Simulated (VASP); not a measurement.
Calculation: PBEsol GGA, VASP's PBE PAW potentials (set 64) (plane waves; VASP 6.6.1).

The input files of a VASP run:

KPOINTS:
```
Automatic mesh
0
gamma
4 5 1
```

POSCAR:
```
TlCl(110) slab
1.0
  5.3268329977   0.0000000000   0.0000000000
  0.0000000000   3.7666397901   0.0000000000
  0.0000000000   0.0000000000  25.3671026756
Tl Cl
4 4
Direct
  0.2500000000   0.0000000000   0.3425080000
  0.7500000000   0.0000000000   0.4475030000
  0.2500000000   0.0000000000   0.5524970000
  0.7500000000   0.0000000000   0.6574920000
  0.7500000000   0.5000000000   0.3425080000
  0.2500000000   0.5000000000   0.4475030000
  0.7500000000   0.5000000000   0.5524970000
  0.2500000000   0.5000000000   0.6574920000
```

### INCAR
```
# general
SYSTEM =TlCl(110) slab
PREC   =Normal
ENCUT  =400   # plane-wave cut-off (eV)
LREAL  =.FALSE.   # projection in real space or not
LASPH  =.TRUE.

# electronic loop
EDIFF  =1E-5
NELM   =100
NELMIN =4
ALGO   =Normal   # blocked Davidson
LMAXMIX=4   # l cut-off of mixed one-centre charges

# smearing
ISMEAR =0
SIGMA  =0.05   # width (eV)

# functional
GGA    =PS

# ions
IBRION =2   # conjugate gradients
NSW    =50   # most ionic steps
ISIF   =2
EDIFFG =-0.03   # ionic stop

# output
LWAVE  =.TRUE.
LCHARG =.FALSE.

# other
LDIPOL =.TRUE.
IDIPOL =3
DIPOL  =0.5 0.5 0.5
```

POTCAR, in this order: Tl_d Cl (PBE.64 set). Program: vasp_std.

Output

OSZICAR:
```
...
DAV:   6    -0.255722815620E+02    0.14430E+01   -0.24710E+00  1000   0.612E+00    0.425E+00
DAV:   7    -0.254508642677E+02    0.12142E+00   -0.94751E-01  1032   0.334E+00    0.247E+00
DAV:   8    -0.254416277631E+02    0.92365E-02   -0.19423E-01   976   0.199E+00    0.613E-01
DAV:   9    -0.254265285168E+02    0.15099E-01   -0.35167E-02   984   0.780E-01    0.192E-01
DAV:  10    -0.254265947913E+02   -0.66275E-04   -0.86185E-03  1024   0.268E-01    0.989E-02
DAV:  11    -0.254265555286E+02    0.39263E-04   -0.16806E-03   968   0.137E-01    0.460E-02
DAV:  12    -0.254269660804E+02   -0.41055E-03   -0.31887E-04   984   0.777E-02    0.341E-02
DAV:  13    -0.254273379356E+02   -0.37186E-03   -0.10782E-04   800   0.317E-02    0.202E-02
DAV:  14    -0.254280462074E+02   -0.70827E-03   -0.14503E-04   848   0.371E-02    0.960E-03
DAV:  15    -0.254282998062E+02   -0.25360E-03   -0.41891E-05   720   0.202E-02    0.102E-02
DAV:  16    -0.254284384719E+02   -0.13867E-03   -0.11307E-05   696   0.118E-02    0.594E-03
DAV:  17    -0.254285362080E+02   -0.97736E-04   -0.16963E-05   688   0.120E-02    0.371E-03
DAV:  18    -0.254285940795E+02   -0.57872E-04   -0.33709E-06   600   0.631E-03    0.182E-03
DAV:  19    -0.254286310708E+02   -0.36991E-04   -0.25175E-06   616   0.333E-03    0.724E-04
DAV:  20    -0.254286524757E+02   -0.21405E-04   -0.11635E-06   576   0.266E-03    0.845E-04
DAV:  21    -0.254286658656E+02   -0.13390E-04   -0.69994E-07   584   0.219E-03    0.523E-04
DAV:  22    -0.254286698806E+02   -0.40150E-05   -0.33104E-07   592   0.128E-03
   1 F= -.25428670E+02 E0= -.25428670E+02  d E =-.254287E+02
       N       E                     dE             d eps       ncg     rms          rms(c)
DAV:   1    -0.254335314893E+02   -0.48656E-02   -0.15861E+00   864   0.485E+00    0.326E-01
DAV:   2    -0.254368823275E+02   -0.33508E-02   -0.35880E-02   936   0.910E-01    0.112E-01
DAV:   3    -0.254368233624E+02    0.58965E-04   -0.60298E-04  1032   0.119E-01    0.767E-02
DAV:   4    -0.254367710052E+02    0.52357E-04   -0.22503E-04   840   0.548E-02    0.383E-02
DAV:   5    -0.254367751931E+02   -0.41878E-05   -0.44639E-05   784   0.229E-02
   2 F= -.25436775E+02 E0= -.25436775E+02  d E =-.810531E-02
       N       E                     dE             d eps       ncg     rms          rms(c)
DAV:   1    -0.254273241530E+02    0.94469E-02   -0.14278E+01   864   0.146E+01    0.100E+00
DAV:   2    -0.254576356656E+02   -0.30312E-01   -0.32482E-01   936   0.274E+00    0.344E-01
DAV:   3    -0.254570727555E+02    0.56291E-03   -0.55259E-03  1056   0.360E-01    0.235E-01
DAV:   4    -0.254565875231E+02    0.48523E-03   -0.20700E-03   968   0.170E-01    0.117E-01
DAV:   5    -0.254566248515E+02   -0.37328E-04   -0.39982E-04   816   0.668E-02    0.347E-02
DAV:   6    -0.254566370217E+02   -0.12170E-04   -0.28063E-05   744   0.251E-02    0.189E-02
DAV:   7    -0.254566490683E+02   -0.12047E-04   -0.96301E-06   560   0.168E-02    0.435E-03
DAV:   8    -0.254566556435E+02   -0.65752E-05   -0.46678E-06   600   0.760E-03
   3 F= -.25456656E+02 E0= -.25456656E+02  d E =-.279858E-01
       N       E                     dE             d eps       ncg     rms          rms(c)
DAV:   1    -0.253553584009E+02    0.10129E+00   -0.57227E+01   864   0.293E+01    0.217E+00
DAV:   2    -0.254787815728E+02   -0.12342E+00   -0.13270E+00   920   0.551E+00    0.732E-01
DAV:   3    -0.254764426668E+02    0.23389E-02   -0.23178E-02  1056   0.747E-01    0.494E-01
DAV:   4    -0.254744305884E+02    0.20121E-02   -0.86460E-03   952   0.369E-01    0.243E-01
DAV:   5    -0.254745721300E+02   -0.14154E-03   -0.15856E-03   960   0.142E-01    0.789E-02
DAV:   6    -0.254745995100E+02   -0.27380E-04   -0.10047E-04   800   0.508E-02    0.472E-02
DAV:   7    -0.254746469136E+02   -0.47404E-04   -0.45234E-05   704   0.413E-02    0.966E-03
DAV:   8    -0.254746627118E+02   -0.15798E-04   -0.10359E-05   640   0.128E-02    0.833E-03
DAV:   9    -0.254746779107E+02   -0.15199E-04   -0.22060E-06   576   0.585E-03    0.498E-03
DAV:  10    -0.254746937871E+02   -0.15876E-04   -0.17990E-06   568   0.397E-03    0.149E-03
DAV:  11    -0.254747036936E+02   -0.99065E-05   -0.12403E-06   592   0.282E-03
   4 F= -.25474704E+02 E0= -.25474704E+02  d E =-.460338E-01
       N       E                     dE             d eps       ncg     rms          rms(c)
DAV:   1    -0.254741754093E+02    0.51838E-03   -0.29474E-01   872   0.210E+00    0.147E-01
DAV:   2    -0.254747996355E+02   -0.62423E-03   -0.67227E-03   936   0.395E-01    0.481E-02
DAV:   3    -0.254747900405E+02    0.95949E-05   -0.11642E-04  1040   0.545E-02    0.331E-02
DAV:   4    -0.254747823029E+02    0.77376E-05   -0.49191E-05   824   0.297E-02
   5 F= -.25474782E+02 E0= -.25474782E+02  d E =-.461124E-01
       N       E                     dE             d eps       ncg     rms          rms(c)
DAV:   1    -0.254741159773E+02    0.67406E-03   -0.12098E+00   872   0.404E+00    0.330E-01
DAV:   2    -0.254771866808E+02   -0.30707E-02   -0.34911E-02   952   0.802E-01    0.131E-01
DAV:   3    -0.254770867438E+02    0.99937E-04   -0.71684E-04   984   0.136E-01    0.915E-02
DAV:   4    -0.254770108544E+02    0.75889E-04   -0.14340E-04   824   0.591E-02    0.590E-02
DAV:   5    -0.254769858403E+02    0.25014E-04   -0.95673E-05   840   0.563E-02    0.233E-02
DAV:   6    -0.254769862170E+02   -0.37677E-06   -0.25428E-05   800   0.242E-02
   6 F= -.25476986E+02 E0= -.25476986E+02  d E =-.220391E-02
       N       E                     dE             d eps       ncg     rms          rms(c)
DAV:   1    -0.254699950683E+02    0.69908E-02   -0.34107E+00   872   0.679E+00    0.570E-01
DAV:   2    -0.254787052670E+02   -0.87102E-02   -0.99150E-02   968   0.135E+00    0.220E-01
DAV:   3    -0.254784057355E+02    0.29953E-03   -0.20517E-03   976   0.224E-01    0.153E-01
DAV:   4    -0.254781789546E+02    0.22678E-03   -0.41228E-04   848   0.947E-02    0.988E-02
DAV:   5    -0.254780982616E+02    0.80693E-04   -0.27801E-04   832   0.891E-02    0.382E-02
DAV:   6    -0.254781006027E+02   -0.23412E-05   -0.76135E-05   856   0.385E-02
   7 F= -.25478101E+02 E0= -.25478101E+02  d E =-.331830E-02
       N       E                     dE             d eps       ncg     rms          rms(c)
DAV:   1    -0.254780090160E+02    0.89246E-04   -0.53852E-02   880   0.853E-01    0.640E-02
DAV:   2    -0.254781490752E+02   -0.14006E-03   -0.15271E-03   944   0.168E-01    0.300E-02
DAV:   3    -0.254781480728E+02    0.10024E-05   -0.33705E-05   808   0.276E-02    0.205E-02
DAV:   4    -0.254781483768E+02   -0.30401E-06   -0.59113E-06   576   0.120E-02
   8 F= -.25478148E+02 E0= -.25478148E+02  d E =-.336607E-02
       N       E                     dE             d eps       ncg     rms          rms(c)
DAV:   1    -0.254771611968E+02    0.98688E-03   -0.12467E+00   888   0.401E+00    0.201E-01
DAV:   2    -0.254791593100E+02   -0.19981E-02   -0.21386E-02   952   0.723E-01    0.921E-02
DAV:   3    -0.254791443165E+02    0.14994E-04   -0.33966E-04   976   0.898E-02    0.663E-02
DAV:   4    -0.254791282889E+02    0.16028E-04   -0.41817E-05   824   0.246E-02    0.469E-02
DAV:   5    -0.254791247178E+02    0.35711E-05   -0.18391E-05   648   0.149E-02
   9 F= -.25479125E+02 E0= -.25479125E+02  d E =-.976341E-03
       N       E                     dE             d eps       ncg     rms          rms(c)
DAV:   1    -0.254782001110E+02    0.92818E-03   -0.10259E+00   888   0.364E+00    0.174E-01
DAV:   2    -0.254798136380E+02   -0.16135E-02   -0.17284E-02   960   0.654E-01    0.850E-02
DAV:   3    -0.254798017402E+02    0.11898E-04   -0.27477E-04   960   0.809E-02    0.615E-02
DAV:   4    -0.254797876971E+02    0.14043E-04   -0.35335E-05   808   0.226E-02    0.436E-02
DAV:   5    -0.254797844331E+02    0.32640E-05   -0.16928E-05   632   0.143E-02
  10 F= -.25479784E+02 E0= -.25479784E+02  d E =-.163606E-02
```

File OUTCAR:
```
------------------------ aborting loop because EDIFF is reached ----------------------------------------
  FORCE on cell =-STRESS in cart. coord.  units (eV):
  Direction    XX          YY          ZZ          XY          YZ          ZX
  --------------------------------------------------------------------------------------
  Total       -1.2327084     -0.5970087     -0.2226515      0.0000000      0.0000000      0.0000000
  in kB       -3.8804036     -1.8793048     -0.7008775      0.0000000      0.0000000      0.0000000
  external PRESSURE =      -2.1535287 kB  Pullay stress =       0.0000000 kB
  volume of cell :      508.97
      direct lattice vectors                 reciprocal lattice vectors
     5.326832998  0.000000000  0.000000000     0.187728806  0.000000000  0.000000000
     0.000000000  3.766639790  0.000000000     0.000000000  0.265488620  0.000000000
     0.000000000  0.000000000 25.367102676     0.000000000  0.000000000  0.039421136
 POSITION                                       TOTAL-FORCE (eV/Angst)
 -----------------------------------------------------------------------------------
      1.33171      0.00000      8.73685        -0.000000     -0.000000      0.003679
      3.99512      0.00000     11.30087        -0.000000     -0.000000      0.029114
      1.33171      0.00000     14.06624         0.000000     -0.000000     -0.029114
      3.99512      0.00000     16.63025        -0.000000     -0.000000     -0.003679
      3.99512      1.88332      8.78498        -0.000000     -0.000000      0.003137
      1.33171      1.88332     11.23054        -0.000000      0.000000     -0.007829
      3.99512      1.88332     14.13656        -0.000000     -0.000000      0.007829
      1.33171      1.88332     16.58212        -0.000000     -0.000000     -0.003137
 -----------------------------------------------------------------------------------
    total drift:                                0.000000      0.000000      0.000000
  FREE ENERGIE OF THE ION-ELECTRON SYSTEM (eV)
  ---------------------------------------------------
  free  energy   TOTEN  =       -25.4797844331 eV

  energy  without entropy=      -25.4797844331  energy(sigma->0) =      -25.47978443

 reached required accuracy - stopping structural energy minimisation
```
(Selected blocks of OUTCAR.)

File CONTCAR:
```
TlCl(110) slab
   1.00000000000000
     5.3268329977000004    0.0000000000000000    0.0000000000000000
     0.0000000000000000    3.7666397901000002    0.0000000000000000
     0.0000000000000000    0.0000000000000000   25.3671026756000018
  Tl              Cl
     4     4
Direct
     0.2500000000000000    0.0000000000000000    0.3444164631975097
     0.7500000000000000    0.0000000000000000    0.4454930030772529
     0.2500000000000000    0.0000000000000000    0.5545069969227471
     0.7500000000000000    0.0000000000000000    0.6555835368024903
     0.7500000000000000    0.5000000000000000    0.3463139573303676
     0.2500000000000000    0.5000000000000000    0.4427208164156807
     0.7500000000000000    0.5000000000000000    0.5572791835843190
     0.2500000000000000    0.5000000000000000    0.6536860426696324
```

OUTCAR:
```
 val. band max:       -2.0755103564   @ k =   0.5000   0.0000   0.0000

 cond. band min:       0.4068951101   @ k =   0.5000   0.0000   0.0000


 Fermi energy:        -1.7968720783

 k-point     1 :       0.0000    0.0000    0.0000
  band No.  band energies     occupation
      1     -15.8853      2.00000
      2     -15.7447      2.00000
      3     -15.3066      2.00000
      4     -15.3049      2.00000
      5     -11.9169      2.00000
      6     -11.9147      2.00000
      7     -11.8389      2.00000
      8     -11.8119      2.00000
      9     -11.7508      2.00000
     10     -11.7501      2.00000
     11     -11.7337      2.00000
     12     -11.7068      2.00000
     13     -11.7057      2.00000
     14     -11.6896      2.00000
     15     -11.6890      2.00000
     16     -11.6851      2.00000
     17     -11.6066      2.00000
     18     -11.5391      2.00000
     19     -11.5346      2.00000
     20     -11.5316      2.00000
     21     -11.5143      2.00000
     22     -11.5117      2.00000
     23     -11.5041      2.00000
     24     -11.4775      2.00000
     25      -6.8515      2.00000
     26      -6.8091      2.00000
     27      -6.6010      2.00000
     28      -5.8982      2.00000
     29      -5.0874      2.00000
     30      -4.7349      2.00000
     31      -4.4407      2.00000
     32      -3.8802      2.00000
     33      -3.6322      2.00000
     34      -3.5320      2.00000
     35      -3.3337      2.00000
     36      -3.2077      2.00000
     37      -2.9998      2.00000
     38      -2.8730      2.00000
     39      -2.8590      2.00000
     40      -2.3979      2.00000
     41       1.6859      0.00000
     42       1.9059      0.00000
     43       2.5186      0.00000
     44       3.1836      0.00000
     45       3.4078      0.00000
     46       3.5985      0.00000
     47       3.6985      0.00000
     48       4.2525      0.00000

 k-point     2 :       0.2500    0.0000    0.0000
  band No.  band energies     occupation
...
```

Unless said otherwise, spin-orbit coupling is left out, though it shifts the bands of the heavy elements here.

The cell is a thin slab with vacuum, built from TlCl (CsCl type): (110) face.
